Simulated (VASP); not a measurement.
An input for Quantum ESPRESSO's pw.x (written as the equivalent of a VASP run, and not itself run):

```
&CONTROL
  calculation = 'scf'
  pseudo_dir = './pseudo'
  outdir = './out'
  tprnfor = .true.
  tstress = .true.
/
&SYSTEM
  ibrav = 0
  nat = 5
  ntyp = 4
  ecutwfc = 88
  occupations = 'smearing'
  smearing = 'gaussian'
  degauss = 0.000735
  input_dft = 'pbesol'
/
&ELECTRONS
  conv_thr = 7.3e-08
  electron_maxstep = 100
/
ATOMIC_SPECIES
  Na 22.990 Na.upf
  Li 6.940 Li.upf
  Zn 65.380 Zn.upf
  S 32.060 S.upf
CELL_PARAMETERS angstrom
     3.9820600    0.0000000    0.0000000
    -1.9910300    3.4485650    0.0000000
     0.0000000    0.0000000    6.8238500
ATOMIC_POSITIONS crystal
  Na   0.0000000  0.0000000  0.0261600
  Li   0.3333330  0.6666670  0.3566500
  Zn   0.6666670  0.3333330  0.6116300
  S    0.3333330  0.6666670  0.7338100
  S    0.6666670  0.3333330  0.2717400
K_POINTS automatic
  10 10 5 0 0 0
HUBBARD {ortho-atomic}
U Zn-3d 6
```

### Question
Translate this input to VASP (INCAR, KPOINTS, POSCAR, choice of POTCAR).

### Answer
This is not unique; one that fits is 
**INCAR**
```
! general
SYSTEM   = NaLiZnS2
PREC     = Accurate
ENCUT    = 400   ! plane-wave cut-off (eV)
LREAL    = .False.   ! projection in real space or not
LASPH    = .True.   ! aspherical one-centre terms

! electronic loop
EDIFF    = 1E-6   ! SCF stop (eV)
NELM     = 100
ALGO     = Normal   ! blocked Davidson
LMAXMIX  = 4   ! l cut-off of mixed one-centre charges

! smearing
ISMEAR   = 0
SIGMA    = 0.01

! functional
GGA      = PS

! DFT+U
LDAU     = .True.
LDAUTYPE = 2
LDAUL    = -1 -1 2 -1
LDAUU    = 0 0 6.0 0
LDAUJ    = 0 0 0 0

! ions
ISIF     = 2

! output
LWAVE    = .False.
LCHARG   = .False.
```

**POSCAR**
```
NaLiZnS2
1
    3.9820600000     0.0000000000     0.0000000000
   -1.9910300000     3.4485650000     0.0000000000
    0.0000000000     0.0000000000     6.8238500000
Na Li Zn S
1 1 1 2
Direct
  0.0000000000   0.0000000000   0.0261600000
  0.3333330000   0.6666670000   0.3566500000
  0.6666670000   0.3333330000   0.6116300000
  0.3333330000   0.6666670000   0.7338100000
  0.6666670000   0.3333330000   0.2717400000
```

KPOINTS:
```
Automatic mesh
0
Gamma
10 10 5
0 0 0
```

POTCAR, in this order: Na_pv Li_sv Zn S (PBE.64 set). Program: vasp_std.

What does not carry over: the potentials are each code's own (VASP's PAW set, PseudoDojo norm-conserving files in pw.x), so ENCUT and ecutwfc are chosen apart and not converted; conv_thr bounds pw.x's estimated SCF error, while EDIFF bounds the energy change between steps; the +U projectors differ (PAW spheres against orthogonalised atomic orbitals), so the same U acts differently.

The structure comes from a computed database's NaLiZnS2 entry (P3m1); how it stands against other phases isn't given here. The cell was not relaxed at this level. The run is one of a series of settings (LDAU = .TRUE., LDAUJ = 0 0 0 0, LDAUL = -1 -1 2 -1, LDAUTYPE = 2, LDAUU = 0 0 6.0 0 against the base run), some of them coarse on purpose.
